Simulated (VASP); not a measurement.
All values below come from PBE GGA, VASP's PBE PAW potentials (set 64) (plane waves; VASP 6.6.1).

A VASP calculation is set up with these files.

### INCAR
```
ALGO = Normal
EDIFF = 1E-8
ENCUT = 400
GGA = PE
IBRION = 8
ISMEAR = 0
LASPH = .TRUE.
LCHARG = .FALSE.
LEPSILON = .TRUE.
LMAXMIX = 4
LREAL = .FALSE.
LWAVE = .FALSE.
NELM = 100
NSW = 1
PREC = Accurate
SIGMA = 0.01
SYSTEM = CsSnI3
```

KPOINTS:
```
Automatic mesh
0
Gamma
5 5 5
0 0 0
```

File POSCAR:
```
CsSnI3
1
    6.2403363930     0.0000000000     0.0000000000
    0.0000000000     6.2403363930     0.0000000000
    0.0000000000     0.0000000000     6.2403363930
Cs Sn I
1 1 3
Direct
  0.0000000000   0.0000000000   0.0000000000
  0.5000000000   0.5000000000   0.5000000000
  0.5000000000   0.0000000000   0.5000000000
  0.0000000000   0.5000000000   0.5000000000
  0.5000000000   0.5000000000   0.0000000000
```

POTCAR, in this order: Cs_sv Sn_d I (PBE.64 set). Program: vasp_std.

**Question.** What will the output report for the number of irreducible k-points (NKPTS), number of bands (NBANDS), largest plane-wave count, number of space-group operations, FFT grid (NGX, NGY, NGZ)?

**Answer.** 
```
Property                                       Value
--------------------------------------  ------------
number of irreducible k-points (NKPTS)            10
number of bands (NBANDS)                          26
largest plane-wave count                        4428
number of space-group operations                  48
FFT grid (NGX, NGY, NGZ)                42 × 42 × 42
```

The compound is CsSnI3 in the cubic perovskite structure, the ideal cubic form; the compound distorts at low or room temperature. It was relaxed first.
